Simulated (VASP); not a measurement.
Runs of VASP 6.6.1 on CONH2. The cell holds a molecule in a box, 5 atoms: a = 10.000 Å, b = 9.000 Å, c = 8.000 Å, α = 90.00°, β = 90.00°, γ = 90.00°. 

| task | level | potentials or basis | cell | grid for exact exchange (PRECFOCK) | exchange at q = 0 | screening parameter | moment (μB) | largest force (eV/Å) |
| --- | --- | --- | --- | --- | --- | --- | --- | --- |
| hyperfine couplings | HF | VASP PAW PBE potentials, release 64 (C, O, N, H) | as given | Fast | truncated | - | 1.00 | 2.94 |
| hyperfine couplings | r2SCAN | VASP PAW PBE potentials, release 64 (C, O, N, H) | as given | - | - | - | 1.00 | (a) |
| hyperfine couplings | HSE06 | VASP PAW PBE potentials, release 64 (C, O, N, H) | as given | Fast | - | 0.2 1/A | 1.00 | 1.16 |
| relaxation of the atoms | PBE | VASP PAW PBE potentials, release 64 (C, O, N, H) | atoms relaxed | - | - | - | 1.00 | 0.01 |
| hyperfine couplings | LDA | VASP PAW LDA potentials, release 64 (C, O, N, H) | as given | - | - | - | 1.00 | 0.85 |
| hyperfine couplings | PBE | VASP PAW PBE potentials, release 64 (C, O, N, H) | as given | - | - | - | 1.00 | 0.01 |

Alike in all rows: spin collinear, ferromagnetic start; fixed moment (μB) 1; k mesh 1 × 1 × 1; cutoff (eV) 500; smearing gaussian 0.01 eV.

Task: Fill in the values left out.

Result: (a) 0.64.

Caveats: the standard files for N, O and F lose accuracy on very short bonds; the total moment is fixed, so each spin has its own Fermi level; the PAW data sets were made with another functional, which shifts forces and pressure a little (some runs).
